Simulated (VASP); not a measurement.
A convergence study with VASP on Na$_{2}$S (antifluorite): one setting is varied, all else stays as given below, so the limit is that of these other settings. Each run relaxes cell and ions from the cell shown. The basis is that of the starting cell, so low cut-offs carry a Pulay error.

```yaml
crystal:
  lattice:
    - [0.00000, 3.27000, 3.27000]
    - [3.27000, 0.00000, 3.27000]
    - [3.27000, 3.27000, 0.00000]
  atoms:
    - { symbol: Na, position: [0.25000, 0.25000, 0.25000] }
    - { symbol: Na, position: [0.75000, 0.75000, 0.75000] }
    - { symbol: S, position: [0.00000, 0.00000, 0.00000] }
```

Calculation: PBE GGA, VASP's PBE PAW potentials (set 64) (plane waves; VASP 6.6.1). The tightest run used: 700 eV cut-off, 5×5×5 Γ-centred mesh, Gaussian smearing of 0.050 eV, potentials Na_pv S.

Gaps are read on the run's mesh, which can miss a band edge.

```json
[
 {"setting": "ENCUT = 200", "relaxed volume (Å³/atom)": "19.071", "E (eV/atom)": "-3.4697", "gap on the mesh (eV)": "3.204", "plane waves": "459"},
 {"setting": "ENCUT = 250", "relaxed volume (Å³/atom)": "22.125", "E (eV/atom)": "-3.3278", "gap on the mesh (eV)": "2.656", "plane waves": "635"},
 {"setting": "ENCUT = 300", "relaxed volume (Å³/atom)": "23.553", "E (eV/atom)": "-3.3249", "gap on the mesh (eV)": "2.450", "plane waves": "869"},
 {"setting": "ENCUT = 350", "relaxed volume (Å³/atom)": "23.561", "E (eV/atom)": "-3.3250", "gap on the mesh (eV)": "2.450", "plane waves": "1055"},
 {"setting": "ENCUT = 400", "relaxed volume (Å³/atom)": "23.480", "E (eV/atom)": "-3.3248", "gap on the mesh (eV)": "2.461", "plane waves": "1295"}
]
```

These are the cheaper rows. Estimate the results at ENCUT = 700, and how far the last row shown lies from them.

```csv
quantity,tightest run,last row shown is off by
relaxed volume (Å³/atom),23.633,-0.153
E (eV/atom),-3.3252,0.0004
gap on the mesh (eV),2.442,0.019
```

Left out are rungs that failed or repeat a setting and relaxations that didn't move; long series are thinned to 24 rows.

The compound is Na2S in the antifluorite structure.
